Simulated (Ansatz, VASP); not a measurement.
# Cross-check of SnTeSe (1T-SnSeTe bilayer, AA) between VASP and Ansatz

Aim: how closely do two programs agree when they are given the same cell, functional and k mesh? Of the first pair: The structure shown is the start of the Ansatz relaxation below; VASP solves that cell, so the two are compared at the walk's first step.

Main program and level: Ansatz 0.2.0; plane waves, with VASP 6.6.1 beside it; single point at PBE with D3(BJ).

## Step 1: Set-up

The cell holds 6 atoms: 2 Te, 2 Sn and 2 Se. Cell: a = 3.827 Å, b = 3.827 Å, c = 47.641 Å, α = 90.0°, β = 90.0°, γ = 120.0°. Vacuum lies along c.

## Step 2: Ansatz: relaxation, PBE with D3(BJ)

Ansatz runs on its default PAW (the set named soft_2) files.

The two programs are compared at the cell with which this relaxation starts, whose forces are those of its first step.

Input file input.yaml:

```yaml
crystal:
  lattice:
    - [3.8272765, 0.0, 0.0]
    - [-1.91363825, 3.3145186763, 0.0]
    - [0.0, 0.0, 47.641175644]
  atoms:
    - { symbol: Te, position: [0.6666666667, 0.3333333333, 0.4124583353] }
    - { symbol: Sn, position: [0.0, 0.0, 0.4432011229] }
    - { symbol: Se, position: [0.3333333333, 0.6666666667, 0.4664156063] }
    - { symbol: Te, position: [0.6666666667, 0.3333333333, 0.5335843937] }
    - { symbol: Sn, position: [0.0, 0.0, 0.5643271813] }
    - { symbol: Se, position: [0.3333333333, 0.6666666667, 0.5875416647] }
  periodic: [true, true, false]
kpoints:
  mp_grid: { grid: [12, 12, 1] }
hamiltonian:
  xc: pbe
  dispersion: d3bj
scf:
  occupations: { method: fermi_dirac, width: 0.05 }
  convergence: { dr2_threshold: 1.0e-09 }
relax:
  f_tol: 0.004
  max_steps: 90
  cell: {}
output:
  write_potential: true
  write_density: true
  volumetric_format: npy
```

The run is started by

```
> ansatz run input.yaml --threads 4 --pin off --max-ram 6144MiB --backend cpu --events-out ev --progress --plain --runs-dir out
```

Numbers of over 12 decimals in the logs are rounded to 6 here.

Log:

```text
Warning: relax.cell: scf.convergence.dr2_threshold = 1e-9 eV is looser than the 1.78359772765e-10 eV advised for a relaxation that steers and ends on the stress (1e-10 eV for each atom of the cell: 6, times the square of relax.cell.stress_2d_tol = 0.05 N/m over 18.3 Å (the atoms' height at the walk's start and 5 Å past either face), 2.726e-2 GPa, over a crystal's default 0.05). What an SCF threshold leaves in a stress goes as its square root, and in the free energy as the threshold itself, and one threshold admits the most on a small cell: [figures from the program's tests cut] Set scf.convergence.dr2_threshold to 1.78359772765e-10 eV or tighter. [rest of the remark cut]
Engine: ansatz 0.2.0, x86_64-unknown-linux-gnu
Pseudopotentials: kind: paw
Pseudopotential: Te, paw, valence charge 16, recommended cutoff 420 eV (normal), Te.paw.azcp
Pseudopotential: Sn, paw, valence charge 14, recommended cutoff 420 eV (normal), Sn.paw.azcp
Pseudopotential: Se, paw, valence charge 16, recommended cutoff 420 eV (normal), Se.paw.azcp
Functional definition: PBE
  parameter kappa = 0.804
  parameter beta = 0.066725
  exchange = pbe_x(kappa = kappa, mu = beta*pi^2/3)
  correlation = pbe_c(beta = beta)
Crystal: 6 atoms, lattice volume = 604.356 Å³
Basis set: ecut = 420 eV, 11799 PW (Γ), exchange–correlation on 54×54×640 points (8 copies of the dense FFT grid, shifted against one another)
Bands: 56, of which v1, the nominal top of the filled ones, is band 46 counted from 1 (45 counted from 0)
Symmetry: 6 space group operations
Space group: P3m1 (ITA 156), of the structure as read, at distance tolerance 8.5e-5 Å
k-points: 19 of 144 (time reversal used)
Non-local potential: Te, projectors of the file, l = 0: 2, l = 1: 2, l = 2: 2, l = 3: 2
Non-local potential: Sn, projectors of the file, l = 0: 2, l = 1: 2, l = 2: 2, l = 3: 2
Non-local potential: Se, projectors of the file, l = 0: 2, l = 1: 2, l = 2: 3, l = 3: 1
PAW form: soft (Blöchl's): semilocal exchange-correlation on the pseudo side does not see the compensation charge
PAW one-centre angular grid: Te, 590 points (default); XC on 64 Gauss nodes
PAW one-centre angular grid: Sn, 590 points (default); XC on 64 Gauss nodes
PAW one-centre angular grid: Se, 590 points (default); XC on 64 Gauss nodes
Initial density: superposition of atomic densities (neutral atoms: chi_scale 0, normalization atom), corrected by the library's trained network
Initial wavefunctions: pseudopotential atomic-orbital guess
Functional: x = pbe(κ = 0.804, μ = 0.219515), c = pbe(β = 0.066725)
SCF iter   1: F=—  HF=-36944.826855 eV  |F-HF|=—  |Δ(HF+E_count)|=         —  Δρ=1.79e-3  dr2=7.79e-2  ethr=1.77e-3  ⟨swp⟩=16.2  Hψ=7043  notcnv=0  defer=29
preconditioner: auto → LDOS  [insulator: Δε(μ)=0.337 eV  Ē_g=10.364 eV  σ=0.050 eV  W_gap=0.91  n_scr=84 (ndim 8)  ℏωp=8.5 eV  f_vac=0.745  D(μ)=0.15/eV (n_scr^D=2)  ε∞_Penn≈1.7  β→1.0]
SCF iter   2: F=—  HF=-36944.834364 eV  |F-HF|=—  |Δ(HF+E_count)|=   7.51e-3  Δρ=1.36e-3  dr2=8.99e-2  ethr=8.47e-5  ⟨swp⟩=5.1  Hψ=2955  notcnv=0  defer=62
SCF iter   3: F=—  HF=-36944.822030 eV  |F-HF|=—  |Δ(HF+E_count)|=   1.23e-2  Δρ=5.85e-4  dr2=1.70e-2  ethr=8.47e-5  ⟨swp⟩=4.0  Hψ=2064  notcnv=0  defer=62
SCF iter   4: F=—  HF=-36944.819570 eV  |F-HF|=—  |Δ(HF+E_count)|=   2.46e-3  Δρ=1.57e-4  dr2=1.32e-3  ethr=1.85e-5  ⟨swp⟩=3.0  Hψ=1995  notcnv=0  defer=62
SCF iter   5: F=—  HF=-36944.819453 eV  |F-HF|=—  |Δ(HF+E_count)|=   1.17e-4  Δρ=5.52e-5  dr2=2.56e-4  ethr=1.43e-6  ⟨swp⟩=3.0  Hψ=1722  notcnv=0  defer=62
SCF iter   6: F=—  HF=-36944.819423 eV  |F-HF|=—  |Δ(HF+E_count)|=   2.99e-5  Δρ=3.75e-5  dr2=4.47e-5  ethr=2.78e-7  ⟨swp⟩=3.1  Hψ=1863  notcnv=0  defer=62
SCF iter   7: F=—  HF=-36944.819393 eV  |F-HF|=—  |Δ(HF+E_count)|=   2.98e-5  Δρ=1.43e-5  dr2=3.48e-6  ethr=4.86e-8  ⟨swp⟩=2.7  Hψ=1550  notcnv=0  defer=62
SCF iter   8: F=—  HF=-36944.819443 eV  |F-HF|=—  |Δ(HF+E_count)|=   4.95e-5  Δρ=5.01e-6  dr2=5.32e-7  ethr=3.78e-9  ⟨swp⟩=3.1  Hψ=2110  notcnv=0  defer=62
SCF iter   9: F=—  HF=-36944.819443 eV  |F-HF|=—  |Δ(HF+E_count)|=   2.32e-8  Δρ=1.94e-6  dr2=3.85e-8  ethr=5.78e-10  ⟨swp⟩=3.7  Hψ=2257  notcnv=0  defer=62
SCF iter  10: F=—  HF=-36944.819443 eV  |F-HF|=—  |Δ(HF+E_count)|=   1.45e-9  Δρ=5.40e-7  dr2=2.54e-9  ethr=4.18e-11  ⟨swp⟩=2.9  Hψ=1981  notcnv=0  defer=62
[...]
SCF iter   2: F=—  HF=-36949.515171 eV  |F-HF|=—  |Δ(HF+E_count)|=   1.69e-2  Δρ=1.47e-5  dr2=9.49e-6  ethr=1.76e-8  ⟨swp⟩=5.0  Hψ=3436  notcnv=0  defer=2
SCF iter   3: F=—  HF=-36949.515114 eV  |F-HF|=—  |Δ(HF+E_count)|=   5.65e-5  Δρ=1.20e-5  dr2=3.22e-6  ethr=1.03e-8  ⟨swp⟩=3.2  Hψ=2114  notcnv=0  defer=2
SCF iter   4: F=—  HF=-36949.515218 eV  |F-HF|=—  |Δ(HF+E_count)|=   1.04e-4  Δρ=3.01e-6  dr2=7.34e-8  ethr=3.50e-9  ⟨swp⟩=2.4  Hψ=1362  notcnv=0  defer=3
SCF iter   5: F=—  HF=-36949.515221 eV  |F-HF|=—  |Δ(HF+E_count)|=   2.65e-6  Δρ=1.39e-6  dr2=4.12e-8  ethr=7.98e-11  ⟨swp⟩=3.4  Hψ=2277  notcnv=0  defer=4
SCF iter   6: F=—  HF=-36949.515221 eV  |F-HF|=—  |Δ(HF+E_count)|=   3.66e-7  Δρ=4.45e-7  dr2=3.86e-9  ethr=4.48e-11  ⟨swp⟩=3.3  Hψ=1856  notcnv=0  defer=4
SCF iter   7: F=-36949.515221 eV  HF=-36949.515221 eV  |F-HF|=1.36e-8  |Δ(HF+E_count)|=   6.67e-8  Δρ=1.23e-7  dr2=2.79e-10  ethr=1.09e-12  ⟨swp⟩=17.6  Hψ=8143  notcnv=0
SCF 10 converged in 7 iterations: F = -36949.515221 eV  dr2 = 2.79e-10
relax step  10: F+E_penalty+E_count = -36949.51522143 eV  Δ(F+E_penalty+E_count) = -2.411e-3 eV  max|allowed force component| = 2.901e-3 eV/Å  Δτ_max = 0.0000 Å  P = -0.039 N/m  Ω = 646.155 Å³  fix = [c, alpha, beta]  reactions: c -0.000 N/m  stress off target by 3.87e-2 N/m on what of the cell is left free  SCF on the basis re-selected at this cell (its energy is not comparable with the rows above)  (7 SCF iters)
basis re-selected at this cell: Δ(F+E_penalty+E_count) = -2.411e-3 eV, ΔP = -0.033 N/m vs the last step (what re-selecting the basis moved, of the pressure what is left beyond the Pulay correction that the steps carried, after the strain that the cell walked since its last selection, with what the two solves' SCF thresholds leave and, on support functions, any second-order correction that the steps lacked; it is no m [...]
WARN: The output density's exchange-correlation potential varies sharply where the density is thin. Do not read a vacuum level from v_tot or v_xc, or from such a field of the output density. On a cell that repeats whose density bears no net charge and no dipole along the vacuum's axis use v_es (v_loc + v_h of the components); under efield.dipole_correction with no amplitude use v_es + v_field, which holds any externa [...]
SCF converged after 7 iterations
Free energy (F): -36949.515221 eV
Harris-Foulkes:  -36949.515221 eV  (|F-HF|=1.36e-8)
Internal energy: -36949.500879 eV  (E = F + TS)
E sigma→0 (E₀):  -36949.508050 eV
Entropy (-TS):   -0.014343 eV (-2.390 meV/atom)
Fermi energy:    -5.144700 eV
--- Per-component energies (eV) ---
  E_band       = -2751.762835
  E_kinetic    = 971.293228
  E_local      = -458356.698900  (includes V_loc(G=0)·N_el)
  E_nonlocal   = -1874.073055
  E_hartree    = 229072.666240
  E_xc         = -1219.314982
  E_vxc        = -593.576150  (∫ρ·V_xc dr)
  E_paw        = -21427.190374  (= ΣΔE_a)
  E_vpaw       = -1044.039538  (= ΣTr[D̂ρ^β])
  E_aug_tail   = -0.001604  (compensation charges beyond the density's cutoff)
  E_ewald      = 215885.817408
  E_disp       = -1.998841  (pairwise vdW)
  E_smearing   = -0.014343  (= −TS)
  E_closure    = -0.000000  (closes the sum)
  Σ components = -36949.515221   (vs F -36949.515221, Δ=0.00e0)
--- Forces (eV/Å), atoms counted from 1 ---
  atom   1  Te    -0.00000000     0.00000000    -0.00052713
  atom   2  Sn     0.00000000     0.00000000     0.00290118
  atom   3  Se     0.00000000     0.00000000    -0.00250279
  atom   4  Te     0.00000000     0.00000000     0.00023380
  atom   5  Sn    -0.00000000     0.00000000     0.00110168
  atom   6  Se     0.00000000     0.00000000    -0.00120539
  max |Σ_I F_I| component: 1.35e-6 eV/Å
--- 2D stress c σ (N/m, compression-positive) ---
       -0.038734       0.000000       0.000000
        0.000000      -0.038734       0.000000
        0.000000       0.000000      -0.000000
  P = ½ c Tr σ = -0.0387 N/m
--- Band table (eV; the first three rows and the last of 19) ---
  k-point 0: bands = [... 42 lower, -5.1606, -5.1606, -5.0602, -5.0602, -4.7074, -3.7755, -2.4550, -2.1877, ... 6 higher]
  k-point 1: bands = [... 42 lower, -5.6862, -5.5619, -5.2256, -5.0930, -4.1812, -3.6686, -2.1690, -2.0095, ... 6 higher]
  k-point 2: bands = [... 42 lower, -6.6013, -5.7765, -5.4095, -5.1887, -4.0337, -3.6543, -2.2262, -1.7839, ... 6 higher]
  k-point 18: bands = [... 42 lower, -7.2014, -6.9031, -6.2338, -5.9524, -4.9386, -4.0554, -1.7362, -1.1766, ... 6 higher]
  the weakly bound empty levels are not read free of the cell's end (no_gap_told)
--- Relaxed structure (9 steps of the walk, 9 accepted, 1 SCFs on fresh bases) ---
  F+E_penalty+E_count = -36949.51522143 eV   max|allowed force component| = 2.901e-3 eV/Å   (the final SCF, on the basis selected at the relaxed cell)
  cell:  # Å, volume = 646.1553 Å³
    - [3.957418, 4.816198446447259e-18, 0]
    - [-1.978709, 3.427224, 0]
    - [0, 0, 47.641175644]
  atoms:
    - { symbol: Te, position: [0.666667, 0.333333, 0.399715] }
    - { symbol: Sn, position: [-2.3267276337925326e-18, 0, 0.438150] }
    - { symbol: Se, position: [0.333333, 0.666667, 0.471310] }
    - { symbol: Te, position: [0.666667, 0.333333, 0.529378] }
    - { symbol: Sn, position: [1.7142645511466923e-18, 0, 0.568048] }
    - { symbol: Se, position: [0.333333, 0.666667, 0.600926] }
```

## Step 3: VASP: single point, PBE with D3(BJ), start cell, pair 1

The same cell, functional, mesh and smearing now go to VASP, with its own data sets.

Lines of VASP's logs that name or quote its potential files are left out, and so is its time.

Input file INCAR:

```
SYSTEM = SnTeSe
PREC = Accurate
ENCUT = 400
EDIFF = 1E-06
NELM = 120
ISMEAR = -1
SIGMA = 0.05
LREAL = .FALSE.
ALGO = Normal
GGA = PE
IVDW = 12
NBANDS = 32
LORBIT = 11
LWAVE = .FALSE.
LCHARG = .FALSE.
ISIF = 2
LDIPOL = .TRUE.
IDIPOL = 3
DIPOL = 0.5 0.5 0.501
LVHAR = .TRUE.
LASPH = .TRUE.
GGA_COMPAT = .FALSE.
NELMDL = -8
KPAR = 2
```

Input file POSCAR:

```
SnTeSe
1.0
    3.8272760000      0.0000000000      0.0000000000
   -1.9136380000      3.3145190000      0.0000000000
    0.0000000000      0.0000000000     47.6411760000
Te Sn Se
2 2 2
Direct
    0.6666667170      0.3333334339      0.4124583323
    0.6666667170      0.3333334339      0.5335843935
    0.0000000503      0.0000001006      0.4432011292
    0.0000000503      0.0000001006      0.5643271694
    0.3333333837      0.6666667672      0.4664156065
    0.3333333837      0.6666667672      0.5875416677
```

Input file KPOINTS:

```
Automatic mesh
0
Gamma
12 12 1
0 0 0
```

PAW data sets: Te, Sn_d and Se (PBE family, release 64).

The run is started by

```
> mpirun -np 2 vasp_std
```

Log:

```text
[banner, memory and clock lines left out]
running    2 mpi-ranks, on    1 nodes
 distrk:  each k-point on    1 cores,    2 groups
 distr:  one band on    1 cores,    1 groups

 POSCAR found type information on POSCAR TeSnSe
 POSCAR found :  3 types and       6 ions
 LDA part: xc-table for (Slater+PW92), standard interpolation
 POSCAR, INCAR and KPOINTS ok, starting setup
 FFT: planning ... GRIDC
 FFT: planning ... GRID_SOFT
 FFT: planning ... GRID
 WAVECAR not read
 entering main loop
       N       E                     dE             d eps       ncg     rms          rms(c)
DAV:   1     0.383474847069E+03    0.38347E+03   -0.19283E+04  1552   0.106E+03
DAV:   2     0.247384726320E+02   -0.35874E+03   -0.35396E+03  1632   0.257E+02
DAV:   3    -0.161875921389E+02   -0.40926E+02   -0.40460E+02  1544   0.113E+02
DAV:   4    -0.175837241409E+02   -0.13961E+01   -0.13920E+01  1584   0.238E+01
DAV:   5    -0.176331268946E+02   -0.49403E-01   -0.49388E-01  1704   0.418E+00
DAV:   6    -0.176349129332E+02   -0.17860E-02   -0.17859E-02  1800   0.761E-01
DAV:   7    -0.176349542442E+02   -0.41311E-04   -0.41311E-04  1848   0.106E-01
DAV:   8    -0.176349548278E+02   -0.58364E-06   -0.58353E-06  1576   0.148E-02    0.136E+01
DAV:   9    -0.170766251033E+02    0.55833E+00   -0.78201E-01  1672   0.866E+00    0.861E+00
DAV:  10    -0.169859592664E+02    0.90666E-01   -0.88281E-01  1832   0.588E+00    0.997E-01
DAV:  11    -0.169596344637E+02    0.26325E-01   -0.15194E-01  1648   0.374E+00    0.574E-01
DAV:  12    -0.169609019887E+02   -0.12675E-02   -0.13316E-02  1480   0.533E-01    0.335E-01
DAV:  13    -0.169609120315E+02   -0.10043E-04   -0.10610E-03  1744   0.373E-01    0.152E-01
DAV:  14    -0.169610252665E+02   -0.11324E-03   -0.37923E-04  1664   0.120E-01    0.484E-02
[...]
DAV:  20    -0.169611724701E+02   -0.38291E-04   -0.26354E-06  1128   0.442E-03    0.295E-03
DAV:  21    -0.169611831289E+02   -0.10659E-04   -0.27534E-07  1016   0.220E-03    0.136E-03
DAV:  22    -0.169612014237E+02   -0.18295E-04   -0.10642E-06  1024   0.297E-03    0.258E-03
DAV:  23    -0.169612074234E+02   -0.59996E-05   -0.39535E-07  1048   0.224E-03    0.761E-04
DAV:  24    -0.169612092957E+02   -0.18723E-05   -0.49600E-08  1008   0.102E-03    0.566E-04
DAV:  25    -0.169612123880E+02   -0.30923E-05   -0.64944E-08   952   0.774E-04    0.297E-04
DAV:  26    -0.169612136310E+02   -0.12430E-05   -0.14663E-08   984   0.545E-04    0.224E-04
DAV:  27    -0.169612144945E+02   -0.86349E-06   -0.60676E-09   912   0.452E-04
   1 F= -.19252597E+02 E0= -.19251430E+02  d E =-.233250E-02
```

From OUTCAR (step 3):

```text
ion  position               nearest neighbor table
   1  0.667  0.333  0.412-   3 2.65   3 2.65   3 2.65
   2  0.667  0.333  0.534-   4 2.65   4 2.65   4 2.65
   3  0.000  0.000  0.443-   5 2.47   5 2.47   5 2.47   1 2.65   1 2.65   1 2.65
   4  0.000  0.000  0.564-   6 2.47   6 2.47   6 2.47   2 2.65   2 2.65   2 2.65
   5  0.333  0.667  0.466-   3 2.47   3 2.47   3 2.47
   6  0.333  0.667  0.588-   4 2.47   4 2.47   4 2.47

  LATTYP: Found a hexagonal cell.
 ALAT       =     3.8272760000
 C/A-ratio  =    12.4478025624

 Subroutine GETGRP returns: Found  6 space group operations
 (whereof  6 operations were pure point group operations)

The static configuration has the point symmetry C_3v.

 Found     19 irreducible k-points:

   k-points           NKPTS =     19   k-points in BZ     NKDIM =     19   number of bands    NBANDS=     32

   dimension x,y,z NGX =    28 NGY =   28 NGZ =  320
   dimension x,y,z NGXF=    56 NGYF=   56 NGZF=  640

   ENCUT  =  400.0 eV  29.40 Ry    5.42 a.u.   6.24  6.24 77.69*2*pi/ulx,y,z

   NELECT =      52.0000    total number of electrons

 k-points in reciprocal lattice and weights: Automatic mesh
   0.00000000  0.00000000  0.00000000       0.007
   0.08333333 -0.00000000  0.00000000       0.042
   0.16666667  0.00000000  0.00000000       0.042
   0.25000000  0.00000000  0.00000000       0.042
   0.33333333  0.00000000  0.00000000       0.042
   0.41666667  0.00000000  0.00000000       0.042
   0.50000000  0.00000000  0.00000000       0.021
   0.08333333  0.08333333  0.00000000       0.042
   0.16666667  0.08333333  0.00000000       0.083
[...]
0.33333333  0.25000000  0.00000000       0.083
   0.33333333  0.33333333  0.00000000       0.014

 dipolmoment           0.000000      0.000000      0.007241 electrons x Angstroem

 average (electrostatic) potential at core
       1 -96.0836       2 -96.0652       3-109.8271       4-109.8016       5 -60.5883
       6 -60.5301

 E-fermi :  -2.2011

 k-point     1 :       0.0000    0.0000    0.0000
  band No.  band energies     occupation
    ...
     22      -2.8897      2.00000
     23      -2.8897      2.00000
     24      -2.8321      1.99999
     25      -2.8321      1.99999
     26      -2.8284      1.99999
     27      -1.5408      0.00000
     28      -1.1706      0.00000
     29       0.3351      0.00000
     30       0.4206      0.00000
     31       1.3011      0.00000
    ...

 k-point     2 :       0.0833   -0.0000    0.0000
  band No.  band energies     occupation
    ...
     22      -3.3963      2.00000
     23      -3.1941      2.00000
     24      -2.7799      1.99998
     25      -2.7180      1.99994
     26      -2.5800      1.99898
     27      -1.0479      0.00000
     28      -0.8191      0.00000
     29       0.6958      0.00000
     30       0.7759      0.00000
     31       1.4660      0.00000
    ...

 k-point     3 :       0.1667    0.0000    0.0000
  band No.  band energies     occupation
    ...
     22      -4.1939      2.00000
     23      -3.4140      2.00000
     24      -2.6778      1.99986
     25      -2.5703      1.99876
     26      -2.5290      1.99717
     27      -0.5833      0.00000
     28      -0.3878      0.00000
     29       0.7425      0.00000
     30       0.8986      0.00000
     31       2.0443      0.00000
    ...

 Edisp (eV)   -2.29138

  Total      27.99827    27.99828    26.35370    -0.00000     0.00000     0.00000
  in kB      74.22480    74.22483    69.86495    -0.00000     0.00000     0.00000
  external pressure =       72.77 kB  Pullay stress =        0.00 kB

  energy-cutoff  :      400.00
  volume of cell :      604.36
      direct lattice vectors                 reciprocal lattice vectors
     3.827276000  0.000000000  0.000000000     0.261282437  0.150851451  0.000000000
    -1.913638000  3.314519000  0.000000000     0.000000000  0.301702902  0.000000000
     0.000000000  0.000000000 47.641176000     0.000000000  0.000000000  0.020990246

 POSITION                                       TOTAL-FORCE (eV/Angst)
 -----------------------------------------------------------------------------------
      1.91364      1.10484     19.65000        -0.000000     -0.000000     -5.002060
      1.91364      1.10484     25.42059         0.000000      0.000000     -5.015519
      0.00000      0.00000     21.11462        -0.000000     -0.000000     -0.347687
      0.00000      0.00000     26.88521        -0.000000     -0.000000     -0.399440
      0.00000      2.20968     22.22059         0.000000     -0.000000      5.377659
      0.00000      2.20968     27.99118         0.000000     -0.000000      5.387046
 -----------------------------------------------------------------------------------
    total drift:                               -0.000000     -0.000634     -0.000402

  FREE ENERGIE OF THE ION-ELECTRON SYSTEM (eV)
  ---------------------------------------------------
  free  energy   TOTEN  =       -19.2525965082 eV

  energy  without entropy=      -19.2502640057  energy(sigma->0) =      -19.25143026

 vacuum level on the upper side and lower side of the slab         3.110         3.006

 total charge
# of ion       s       p       d       tot
------------------------------------------
    1        1.393   2.153   0.051   3.597
    2        1.395   2.152   0.053   3.600
    3        1.062   1.360  10.240  12.663
    4        1.060   1.360  10.241  12.661
    5        1.477   2.500   0.054   4.032
    6        1.475   2.504   0.051   4.031
--------------------------------------------------
tot          7.864  12.030  20.690  40.583

[... 3 further parts left out ...]
```

## Step 4: Comparison

Known differences besides the potentials themselves: Ansatz cuts the interaction across the vacuum, VASP repeats the sheet with a dipole correction; the data sets hold 92 valence electrons in Ansatz (on its default PAW (the set named soft_2) files) and 52 in VASP; the cutoff is 420 eV in Ansatz and 400 eV in VASP. Total energies have different zeros and are not compared.

Forces (eV/Å; atoms numbered as in POSCAR):

```
atom        Ansatz x, y, z          VASP x, y, z
 Te1  0.000, 0.000, -4.978  0.000, 0.000, -5.002
 Te2  0.000, 0.000, -4.991  0.000, 0.000, -5.016
 Sn3  0.000, 0.000, -0.355  0.000, 0.000, -0.348
 Sn4  0.000, 0.000, -0.412  0.000, 0.000, -0.399
 Se5   0.000, 0.000, 5.364   0.000, 0.000, 5.378
 Se6   0.000, 0.000, 5.372   0.000, 0.000, 5.387
```

The forces differ by 10.0 meV/Å r.m.s., which is 0.4 % of the r.m.s. force of 2.454 eV/Å (both taken over all components). With vacuum in the cell, a pressure given here is an average over mostly empty space and none of the material.

(Continued in part 2 of 2.)

[Lines on the potential files, build, host, timing and source positions are cut from VASP's logs without a mark.]

[Logs are printed without paths, hosts, clocks, repeated set-up lines and the standing remarks that a program may print on its own settings, such as how far it seeks lower states.]

[Hosts, paths, dates, database ids (printed as entryN), source tags and the programs' standing remarks are cut or masked in the printed files.]
